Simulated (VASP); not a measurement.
Input:

```
AlCo
1.0
    2.83621     0.00000     0.00000
    0.00000     2.83621     0.00000
    0.00000     0.00000     2.83621
Al Co
1 1
Direct
  0.50000   0.50000   0.50000
  0.00000   0.00000   0.00000
```

Level of theory: rev-vdW-DF2, VASP's PBE PAW potentials (set 64) (plane waves; VASP). Numerical set-up: 520 eV cut-off, 12×12×12 Γ-centred mesh, first-order Methfessel-Paxton smearing of 0.10 eV, potentials Al Co.

Task: What does the run give for the energy per atom (σ→0), band gap (on the k-mesh) with the smallest direct gap where there is one?

Result: 
```json
{
  "band gap (on the k-mesh)": "none (metal, semimetal or under 0.01 eV)",
  "energy per atom (σ→0)": "-4.385 eV/atom"
}
```

Total energies compare only between runs with the same potentials, cut-off and functional.

The compound is CoAl in the CsCl type structure. It was relaxed first. The start is the result of an earlier pass. The run is not spin-polarised, so no magnetic state was tried.
